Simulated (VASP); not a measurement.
Write the native input for VASP 6.6.1 that does the following.

| Quantity | Value |
| --- | --- |
| Task | single point |
| Functional | r2SCAN |
| Potentials or basis | VASP PAW PBE potentials, release 64 (Ag, B) |
| Cutoff | 900 eV |
| k mesh | 7 × 7 × 6 |
| Occupations | gaussian, width 0.02 eV |
| Spin | no spin polarisation |
| Further INCAR settings | ADDGRID = False; ALGO = Normal; EDIFF = 1e-08 |

The structure of AgB2 lies in POSCAR:

```
AgB2
1.0
    3.0000000000      0.0000000000      0.0000000000
   -1.5000000000      2.5980762114      0.0000000000
    0.0000000000      0.0000000000      3.2400000000
Ag B
1 2
Direct
    0.0172000000      0.0014340000     -0.0107780000
    0.6537670000      0.3220700000      0.4709270000
    0.3421410000      0.7037590000      0.5156140000
```

The cell isn't the ideal one: grid = ENCUT=900 k=7x7x6 ISMEAR=0 SIGMA=0.02 PREC=Accurate EDIFF=1e-08 LREAL=False ADDGRID=False LASPH=True; atoms moved at random, drawn with an rms of 0.1 Å.

These files were run (other wordings do the same):

INCAR

```
SYSTEM = AgB2
PREC = Accurate
ENCUT = 900
EDIFF = 1E-8
ISMEAR = 0
SIGMA = 0.02
LREAL = .False.
LASPH = .True.
NELM = 100
ALGO = Normal
ISIF = 2
LWAVE = .False.
LCHARG = .False.
METAGGA = R2SCAN
LMIXTAU = .True.
ADDGRID = .False.
```

KPOINTS

```
regular mesh
0
Gamma
  7 7 6
  0 0 0
```

Potentials or basis: VASP PAW PBE potentials, release 64 (Ag, B).

The run is started by

```bash
$ cat potpaw_PBE.64/Ag/POTCAR potpaw_PBE.64/B/POTCAR > POTCAR
$ mpirun -np 1 vasp_std > vasp.out
```

It gave:

```json
{
  "Pressure": "57.5 GPa",
  "Largest force": "1.841 eV/Å",
  "Band gap on the k mesh": "none (metal or under the smearing width)"
}
```

Caveat: the PAW data sets were made with another functional, which shifts forces and pressure a little.

Wall time 3.3 min on 1 thread of Intel(R) Xeon(R) 6975P-C (Granite Rapids), on a shared host, peak memory 0.26 GiB.
